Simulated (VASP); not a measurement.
Data:

```
Al
1.0
    0.00000     2.02974     2.02974
    2.02974     0.00000     2.02974
    2.02974     2.02974     0.00000
Al
1
Direct
  0.00000   0.00000   0.00000
```

All values below come from RPBE GGA, VASP's PBE PAW potentials (set 64) (plane waves; VASP). Numerical set-up: 520 eV cut-off, Gaussian smearing of 0.050 eV, potentials Al.

Task: Give the energies of bands 1 to 4 at the high-symmetry points, in eV from the Fermi level.

Result: 
| band | Γ | X | U | L | W |
|---|---|---|---|---|---|
| 1 | -11.08 | -2.94 | -1.91 | -4.59 | -0.88 |
| 2 | 12.49 | -1.62 | -1.39 | -4.37 | -0.88 |
| 3 | 12.49 | 5.17 | -0.42 | 11.32 | 0.13 |
| 4 | 12.49 | 5.53 | 6.49 | 11.32 | 1.08 |

It has no gap at this level: it comes out as a metal or semimetal.

The compound is Al in the fcc structure. It was relaxed first.
